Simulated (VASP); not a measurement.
An input for Quantum ESPRESSO's pw.x (written as the equivalent of a VASP run, and not itself run):

```
&CONTROL
  calculation = 'scf'
  pseudo_dir = './pseudo'
  outdir = './out'
  tprnfor = .true.
  tstress = .true.
/
&SYSTEM
  ibrav = 0
  nat = 2
  ntyp = 2
  ecutwfc = 88
  occupations = 'smearing'
  smearing = 'gaussian'
  degauss = 0.003675
  input_dft = 'pbe'
/
&ELECTRONS
  conv_thr = 7.3e-08
  electron_maxstep = 100
/
ATOMIC_SPECIES
  Be 9.012 Be.upf
  S 32.060 S.upf
CELL_PARAMETERS angstrom
     0.0000000    2.4350000    2.4350000
     2.4350000    0.0000000    2.4350000
     2.4350000    2.4350000    0.0000000
ATOMIC_POSITIONS crystal
  Be   0.0000000  0.0000000  0.0000000
  S    0.2500000  0.2500000  0.2500000
K_POINTS automatic
  8 8 8 0 0 0
```

Q: Translate this input to VASP (INCAR, KPOINTS, POSCAR, choice of POTCAR).

A: This is not unique; one that fits is 
File POSCAR:
```
BeS
1
    0.0000000000     2.4350000000     2.4350000000
    2.4350000000     0.0000000000     2.4350000000
    2.4350000000     2.4350000000     0.0000000000
Be S
1 1
Direct
  0.0000000000   0.0000000000   0.0000000000
  0.2500000000   0.2500000000   0.2500000000
```

KPOINTS:
```
Automatic mesh
0
Gamma
8 8 8
0 0 0
```

### INCAR
```
SYSTEM = BeS
PREC = Accurate
ENCUT = 400
EDIFF = 1E-6
NELM = 100
ALGO = Normal
LREAL = .FALSE.
LASPH = .TRUE.
ISMEAR = 0
SIGMA = 0.05
GGA = PE
LWAVE = .FALSE.
LCHARG = .FALSE.
ISIF = 2
```

POTCAR, in this order: Be S (PBE.64 set). Program: vasp_std.

Limits of the translation: the potentials are each code's own (VASP's PAW set, PseudoDojo norm-conserving files in pw.x), so ENCUT and ecutwfc are chosen apart and not converted; conv_thr bounds pw.x's estimated SCF error, while EDIFF bounds the energy change between steps.

The compound is BeS in the zinc blende structure. The cell was not relaxed at this level.
